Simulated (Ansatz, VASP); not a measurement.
**MgH5W in VASP and in Ansatz**

```
Mg H W
1.0
     3.32093    0.00000    0.00000
     0.00000    3.32093    0.00000
     0.00000    0.00000    5.82737
Mg H W
1 5 1
Direct
  0.50000 0.50000 0.00000
  0.00000 0.50000 0.28396
  0.00000 0.50000 0.71604
  0.50000 0.00000 0.28396
  0.50000 0.00000 0.71604
  0.00000 0.00000 0.00000
  0.00000 0.00000 0.50000
```

Change from the starting cell: species swapped into the TlPd5Se type (P4/mmm, No. 123).

Alike in both runs: task relaxation of cell and atoms; functional PBE; k mesh 6 × 6 × 4; occupations gaussian, width 0.1 eV; no spin polarisation.

|  | VASP | Ansatz |
| --- | --- | --- |
| version | VASP 6.6.1 | Ansatz 0.2.0 |
| potentials or method | VASP PAW PBE potentials, release 64 (Mg, H, W_sv) | scalar-relativistic, plane waves, PAW |
| plane-wave cutoff (eV) | 600 | 420 |
| valence electrons in the cell | 21 | 29 |

VASP gave:

```
gap on the k mesh at the Fermi level, each at its own relaxed structure (eV) : none
relaxed volume (Å³/atom)                                                     : 7.64
relaxed cell length with the largest relative difference (Å)                 : 2.887
energy change over the relaxation (meV/atom)                                 : -268
```

Question: Estimate Ansatz's values.

Answer: gap on the k mesh at the Fermi level, each at its own relaxed structure (eV): none; relaxed volume (Å³/atom): 7.65; relaxed cell length with the largest relative difference (Å): 2.888; energy change over the relaxation (meV/atom): -268.

A gap of «none» marks a metal or a gap that the smearing closes. The two sets of potentials don't hold the same shells in valence.

Caveats: the volume moved by over 15 % at a fixed basis, so the end points are rough (VASP). Spin-orbit coupling is left out, which matters for the levels of W.
